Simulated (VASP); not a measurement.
# HfB2: formation energy of interstitial O, part 2 of 5

How easily does interstitial O form in HfB2? The host is relaxed first, then a supercell is run with and without the defect. The start is a cell from a database of measured crystal structures.

VASP 6.6.1, plane waves and PAW; the level of theory is named at each step.

So far. Step 2 (The host at zero pressure): The run ended after 3 ionic steps, 0.001 eV below its first step, once forces and stress met EDIFFG = -0.02.

### 3. The perfect supercell

Level of this step: r2SCAN; plane waves and PAW (Hf, B) (VASP).

System of this step: HfB2. It takes space group P6/mmm (No. 191, hexagonal). Conventional cell: a = 3.133 Å, b = 3.133 Å, c = 3.475 Å, α = 90.00°, β = 90.00°, γ = 120.00°. Nearest to Hf lie 12 B at 2.51 Å. Nearest to B lie 3 B at 1.81 Å and 6 Hf at 2.51 Å. Farther neighbours are not listed.

The same cell, mesh and cutoff without the defect give the energy to subtract and, in a gapped host, the band edges to count from, so that most errors cancel.

Input file INCAR:

```
SYSTEM = HfB2
PREC = Normal
ENCUT = 400
EDIFF = 1E-05
NELM = 120
ISMEAR = 1
SIGMA = 0.2
LREAL = Auto
ALGO = Normal
METAGGA = R2SCAN
LASPH = .TRUE.
NBANDS = 88
LORBIT = 11
LWAVE = .FALSE.
LCHARG = .FALSE.
KPAR = 4
```

Input file POSCAR:

```
HfB2
1.0
   -4.6992525879      2.7131147467      3.4750657399
    4.6992525879     -2.7131147467      3.4750657399
    4.6992525879      8.1393442401    -10.4251972197
Hf B
12 24
Direct
    0.0000000000      0.0000000000      0.0000000000
    0.5000000000      0.5000000000      0.0000000000
    0.5000000000      0.0000000000      0.1666666667
    0.0000000000      0.5000000000      0.1666666667
    0.0000000000      0.0000000000      0.3333333333
    0.5000000000      0.5000000000      0.3333333333
    0.5000000000      0.0000000000      0.5000000000
    0.0000000000      0.5000000000      0.5000000000
    0.0000000000      0.0000000000      0.6666666667
    0.5000000000      0.5000000000      0.6666666667
    0.5000000000      0.0000000000      0.8333333333
    0.0000000000      0.5000000000      0.8333333333
    0.4166666667      0.5833333334      0.1666666667
    0.9166666666      0.0833333334      0.1666666667
    0.9166666666      0.5833333334      0.3333333333
    0.4166666667      0.0833333334      0.3333333333
    0.4166666667      0.5833333334      0.5000000000
    0.9166666666      0.0833333334      0.5000000000
    0.9166666666      0.5833333334      0.6666666667
    0.4166666666      0.0833333333      0.6666666667
    0.4166666667      0.5833333334      0.8333333333
    0.9166666666      0.0833333334      0.8333333333
    0.9166666666      0.5833333334      0.0000000000
    0.4166666666      0.0833333334      0.0000000000
    0.5833333333      0.4166666666      0.1666666667
    0.0833333334      0.9166666667      0.1666666667
    0.0833333333      0.4166666666      0.3333333333
    0.5833333334      0.9166666667      0.3333333333
    0.5833333333      0.4166666666      0.5000000000
    0.0833333334      0.9166666667      0.5000000000
    0.0833333333      0.4166666666      0.6666666667
    0.5833333334      0.9166666667      0.6666666667
    0.5833333333      0.4166666666      0.8333333333
    0.0833333334      0.9166666667      0.8333333333
    0.0833333333      0.4166666666      0.0000000000
    0.5833333334      0.9166666667      0.0000000000
```

Input file KPOINTS:

```
Automatic mesh
0
Gamma
5 5 5
0 0 0
```

The projector-augmented-wave data sets are Hf and B (PBE family, release 64).

Run with:

```console
> mpirun -np 4 vasp_std
```

Log:

```text
[banner, memory and clock lines left out]
running    4 mpi-ranks, on    1 nodes
 distrk:  each k-point on    1 cores,    4 groups
 distr:  one band on    1 cores,    1 groups

 POSCAR found type information on POSCAR HfB
 POSCAR found :  2 types and      36 ions
 [... a notice as in an earlier step ...]

 LDA part: xc-table for (None), standard interpolation
 POSCAR, INCAR and KPOINTS ok, starting setup
 FFT: planning ... GRIDC
 FFT: planning ... GRID_SOFT
 FFT: planning ... GRID
 WAVECAR not read
 entering main loop
       N       E                     dE             d eps       ncg     rms          rms(c)
DAV:   1    -0.236287796456E+03   -0.23629E+03   -0.45757E+04  4752   0.102E+03
DAV:   2    -0.756270973561E+03   -0.51998E+03   -0.49790E+03  5912   0.200E+02
DAV:   3    -0.782600053087E+03   -0.26329E+02   -0.25804E+02  6168   0.431E+01
DAV:   4    -0.783055974621E+03   -0.45592E+00   -0.45334E+00  6032   0.589E+00
DAV:   5    -0.783065084019E+03   -0.91094E-02   -0.90944E-02  6008   0.771E-01    0.641E+01
DAV:   6    -0.758536806080E+03    0.24528E+02   -0.56956E+01  5936   0.173E+01    0.356E+01
DAV:   7    -0.757598081245E+03    0.93872E+00   -0.14014E+01  6120   0.830E+00    0.411E+00
DAV:   8    -0.757356081664E+03    0.24200E+00   -0.17982E+00  5776   0.313E+00    0.200E+00
DAV:   9    -0.757355760545E+03    0.32112E-03   -0.82133E-02  6328   0.791E-01    0.683E-01
DAV:  10    -0.757356530810E+03   -0.77026E-03   -0.38454E-03  5904   0.159E-01    0.417E-01
DAV:  11    -0.757356758262E+03   -0.22745E-03   -0.20837E-03  6120   0.137E-01    0.829E-02
DAV:  12    -0.757356755924E+03    0.23384E-05   -0.69614E-05  5848   0.261E-02
   1 F= -.75735676E+03 E0= -.75735898E+03  d E =0.668681E-02
```

Run time: 7.2 min. Hardware: 4 MPI ranks of AMD EPYC 7R43, shared host; peak memory 1.9 GiB; 28 min of CPU time.

From OUTCAR (step 3):

```text
  LATTYP: Found a face centered orthorhombic cell.
 ALAT       =     6.9501314798
 B/A-ratio  =     1.5614753502
 C/A-ratio  =     2.7045546414

 Subroutine GETGRP returns: Found  8 space group operations
 (whereof  8 operations were pure point group operations)

The static configuration has the point symmetry D_2h.

 Found     27 irreducible k-points:

   k-points           NKPTS =     27   k-points in BZ     NKDIM =     27   number of bands    NBANDS=     88

   dimension x,y,z NGX =    32 NGY =   32 NGZ =   70
   dimension x,y,z NGXF=    64 NGYF=   64 NGZF=  140

   ENCUT  =  400.0 eV  29.40 Ry    5.42 a.u.  10.51 10.51 22.89*2*pi/ulx,y,z

   NELECT =     120.0000    total number of electrons

 E-fermi :   8.1235

 k-point     1 :       0.0000    0.0000    0.0000
  band No.  band energies     occupation
    ...
     56       5.7275      2.00000
     57       5.7275      2.00000
     58       5.7275      2.00000
     59       6.6630      2.00000
     60       6.6631      2.00000
     61       9.6671     -0.00000
     62       9.6672     -0.00000
     63       9.6798     -0.00000
     64       9.6798     -0.00000
     65       9.8052     -0.00000
    ...

 k-point     2 :       0.2000    0.0000   -0.0000
  band No.  band energies     occupation
    ...
     56       6.0531      2.00000
     57       6.1845      2.00000
     58       6.2904      2.00000
     59       6.7912      2.00000
     60       6.8837      2.00000
     61       8.3934     -0.06690
     62       9.0473     -0.00000
     63       9.0888     -0.00000
     64       9.0888     -0.00000
     65       9.5446     -0.00000
    ...

  Total       -0.0691619     -0.0064901     -0.0086160      0.0542753      0.0000000      0.0000000
  in kB       -0.3126277     -0.0293369     -0.0389463      0.2453371      0.0000000      0.0000000
  external PRESSURE =      -0.1269703 kB  Pullay stress =       0.0000000 kB

  energy-cutoff  :      400.00
  volume of cell :      354.45
      direct lattice vectors                 reciprocal lattice vectors
    -4.699252588  2.713114747  3.475065740     0.000000000  0.184290031  0.143882170
     4.699252588 -2.713114747  3.475065740     0.159599848  0.092145015  0.143882170
     4.699252588  8.139344240-10.425197220     0.053199949  0.092145015  0.000000000

 POSITION                                       TOTAL-FORCE (eV/Angst)
 -----------------------------------------------------------------------------------
      0.00000      0.00000      0.00000        -0.000000      0.000000     -0.000000
      0.00000      0.00000      3.47507        -0.000000      0.000000     -0.000000
     -1.56642      2.71311     -0.00000        -0.000000      0.000000     -0.000000
      3.13284      0.00000     -0.00000        -0.000000      0.000000     -0.000000
      1.56642      2.71311     -3.47507        -0.000000      0.000000     -0.000000
      1.56642      2.71311      0.00000        -0.000000      0.000000      0.000000
      0.00000      5.42623     -3.47507        -0.000000      0.000000     -0.000000
      4.69925      2.71311     -3.47507        -0.000000      0.000000      0.000000
      3.13284      5.42623     -6.95013        -0.000000      0.000000     -0.000000
      3.13284      5.42623     -3.47507        -0.000000      0.000000      0.000000
      1.56642      8.13934     -6.95013        -0.000000      0.000000     -0.000000
      6.26567      5.42623     -6.95013        -0.000000      0.000000      0.000000
      1.56642      0.90437      1.73753        -0.022108      0.012764      0.000000
     -3.13284      3.61749      1.73753        -0.022108      0.012764      0.000000
      0.00000      3.61749      1.73753        -0.022108      0.012764     -0.000000
     -0.00000      3.61749     -1.73753        -0.022108      0.012764      0.000000
      3.13284      3.61749     -1.73753        -0.022108      0.012764      0.000000
     -1.56642      6.33060     -1.73753        -0.022108      0.012764      0.000000
      1.56642      6.33060     -1.73753        -0.022108      0.012764      0.000000
      1.56642      6.33060     -5.21260        -0.022108      0.012764     -0.000000
      4.69925      6.33060     -5.21260        -0.022108      0.012764     -0.000000
      0.00000      9.04372     -5.21260        -0.022108      0.012764      0.000000
     -1.56642      0.90437      5.21260        -0.022108      0.012764      0.000000
     -1.56642      0.90437      1.73753        -0.022108      0.012764      0.000000
      0.00000      1.80874      1.73753         0.022108     -0.012764     -0.000000
      4.69925     -0.90437      1.73753         0.022108     -0.012764      0.000000
      3.13284      1.80874     -1.73753         0.022108     -0.012764     -0.000000
      3.13284      1.80874      1.73753         0.022108     -0.012764     -0.000000
      1.56642      4.52186     -1.73753         0.022108     -0.012764      0.000000
      6.26567      1.80874     -1.73753         0.022108     -0.012764     -0.000000
      4.69925      4.52186     -5.21260         0.022108     -0.012764      0.000000
      4.69925      4.52186     -1.73753         0.022108     -0.012764     -0.000000
      3.13284      7.23497     -5.21260         0.022108     -0.012764      0.000000
      7.83209      4.52186     -5.21260         0.022108     -0.012764     -0.000000
      1.56642     -0.90437      1.73753         0.022108     -0.012764     -0.000000
      1.56642     -0.90437      5.21260         0.022108     -0.012764      0.000000
 -----------------------------------------------------------------------------------
    total drift:                               -0.000000      0.000000     -0.000000

  FREE ENERGIE OF THE ION-ELECTRON SYSTEM (eV)
  ---------------------------------------------------
  free  energy   TOTEN  =      -757.3567559239 eV

  energy  without entropy=     -757.3634427316  energy(sigma->0) =     -757.35898486

 total charge
# of ion       s       p       d       tot
------------------------------------------
    1        0.459   0.743   2.502   3.704
    2        0.459   0.743   2.502   3.704
    3        0.459   0.743   2.502   3.704
    4        0.459   0.743   2.502   3.704
    5        0.459   0.743   2.502   3.704
    6        0.459   0.743   2.502   3.704
    7        0.459   0.743   2.502   3.704
    8        0.459   0.743   2.502   3.704
    9        0.459   0.743   2.502   3.704
   10        0.459   0.743   2.502   3.704
   11        0.459   0.743   2.502   3.704
   12        0.459   0.743   2.502   3.704
   13        0.681   1.276   0.000   1.957
   14        0.681   1.276   0.000   1.957
   15        0.681   1.276   0.000   1.957
   16        0.681   1.276   0.000   1.957
   17        0.681   1.276   0.000   1.957
   18        0.681   1.276   0.000   1.957
   19        0.681   1.276   0.000   1.957
   20        0.681   1.276   0.000   1.957
   21        0.681   1.276   0.000   1.957
   22        0.681   1.276   0.000   1.957
   23        0.681   1.276   0.000   1.957
   24        0.681   1.276   0.000   1.957
   25        0.681   1.276   0.000   1.957
   26        0.681   1.276   0.000   1.957
   27        0.681   1.276   0.000   1.957
   28        0.681   1.276   0.000   1.957
   29        0.681   1.276   0.000   1.957
   30        0.681   1.276   0.000   1.957
   31        0.681   1.276   0.000   1.957
   32        0.681   1.276   0.000   1.957
   33        0.681   1.276   0.000   1.957
   34        0.681   1.276   0.000   1.957
   35        0.681   1.276   0.000   1.957
   36        0.681   1.276   0.000   1.957
--------------------------------------------------
tot         21.840  39.552  30.025  91.417

[... 7 further parts left out ...]
```

This step gave:

* electronic cycles: 12
* electrons: 120
* free energy (TOTEN): -757.3568 eV
* energy at zero smearing: -757.3590 eV
* Fermi energy: 8.123 eV

The host is treated as a metal, as its relaxation found a gap under 0.3 eV or none, and only the neutral defect is run.

(Continued in part 3 of 5.)

[Lines on the potential files, build, host, timing and source positions are cut from VASP's logs without a mark.]

[Logs are printed without paths, hosts, clocks, repeated set-up lines and the standing remarks that a program may print on its own settings, such as how far it seeks lower states.]

[Hosts, paths, dates, database ids (printed as entryN), source tags and the programs' standing remarks are cut or masked in the printed files.]

[In band tables of VASP the shares of atoms and orbitals are scaled to a sum of 1 inside the atoms' spheres.]

[Runs that stopped without an error message from VASP are left out.]
